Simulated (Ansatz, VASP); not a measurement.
TaRu: VASP beside Ansatz

INCAR

```
SYSTEM = TaRu
PREC = Accurate ; ENCUT = 600
EDIFF = 1E-6 ; ISMEAR = 0
SIGMA = 0.1 ; LREAL = .False.
LASPH = .True. ; NELM = 80
ALGO = Normal ; ISIF = 3
LWAVE = .False. ; LCHARG = .False.
IBRION = 2 ; NSW = 100
EDIFFG = -0.05
```

KPOINTS

```
Automatic mesh
0
Gamma
  6 6 6
  0 0 0
```

The input POSCAR:

```
TaRu
1.0
    3.1870000000      0.0000000000      0.0000000000
    0.0000000000      3.1870000000      0.0000000000
    0.0000000000      0.0000000000      3.1870000000
Ta Ru
1 1
Direct
    0.5000000000      0.5000000000      0.5000000000
    0.0000000000      0.0000000000      0.0000000000
```

Input for Ansatz:

```yaml
crystal:
  lattice:
    - [3.187, 0.0, 0.0]
    - [0.0, 3.187, 0.0]
    - [0.0, 0.0, 3.187]
  atoms:
    - { symbol: Ta, position: [0.5, 0.5, 0.5] }
    - { symbol: Ru, position: [0.0, 0.0, 0.0] }
basis:
  ecutwfc: 420
kpoints:
  mp_grid: { grid: [6, 6, 6] }
hamiltonian:
  xc: lda
scf:
  occupations: { method: gaussian, width: 0.1 }
output:
  forces: true
  stress: true
  eigenvalues: true
relax:
  adjacent_minimum: "off"
  f_tol: 0.05
  max_steps: 80
  cell: { stress_tol: 0.5 }
```

Alike in both runs: task relaxation of cell and atoms; functional LDA; k mesh 6 × 6 × 6; occupations gaussian, width 0.1 eV; no spin polarisation.

```csv
,VASP,Ansatz
version,VASP 6.6.1,Ansatz 0.2.0
potentials or method,"VASP PAW LDA potentials, release 64 (Ta_pv, Ru_pv)","scalar-relativistic, plane waves, PAW"
plane-wave cutoff (eV),600,420
valence electrons in the cell,25,29
```

Ansatz gave:

- gap on the k mesh at the Fermi level, each at its own relaxed structure (eV): none
- relaxed volume (Å³/atom): 15.18
- relaxed cell length with the largest relative difference (Å): 3.119
- energy change over the relaxation (meV/atom): -54

Which values does VASP return?

gap on the k mesh at the Fermi level, each at its own relaxed structure (eV): none; relaxed volume (Å³/atom): 15.25; relaxed cell length with the largest relative difference (Å): 3.124; energy change over the relaxation (meV/atom): -48.

A gap of «none» marks a metal or a gap that the smearing closes. The two sets of potentials don't hold the same shells in valence.

 LDA usually gives volumes a few per cent too small. Spin-orbit coupling is left out, which matters for the levels of Ta.
